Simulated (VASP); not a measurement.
# TlCl (CsCl type): computed properties

Level of theory: PBEsol GGA, VASP's PBE PAW potentials (set 64) (plane waves; VASP).

For TlCl, the space group comes out as Pm-3m (221), the cell is a = b = c = 3.768 Å, α = β = γ = 90.00° and the volume per atom is 26.74 Å³/atom. The band gap (over mesh and band path) is 1.80 eV. The smallest direct gap (over mesh and band path) comes out as 1.80 eV. The Hill bulk modulus comes out as 305 kbar. The Hill shear modulus is 11.9 GPa and the Poisson's ratio is 0.327. The band-edge character without spin-orbit coupling is direct, X to X, the band gap with spin-orbit coupling comes out as 1.36 eV and the density is 7.45 g/cm³. The C11 is 48.4 GPa and the C12 is 21.5 GPa. The C44 is 11.0 GPa.

```yaml
crystal:
  lattice:
    - [3.76767, 0.00000, 0.00000]
    - [0.00000, 3.76767, 0.00000]
    - [0.00000, 0.00000, 3.76767]
  atoms:
    - { symbol: Tl, position: [0.00000, 0.00000, 0.00000] }
    - { symbol: Cl, position: [0.50000, 0.50000, 0.50000] }
```

Unless said otherwise, spin-orbit coupling is left out, though it shifts the bands of the heavy elements here.

The compound is TlCl in the CsCl type structure. It was relaxed first, which changed the volume by -6 %. Symmetry was kept, so distortions that lower it aren't found.
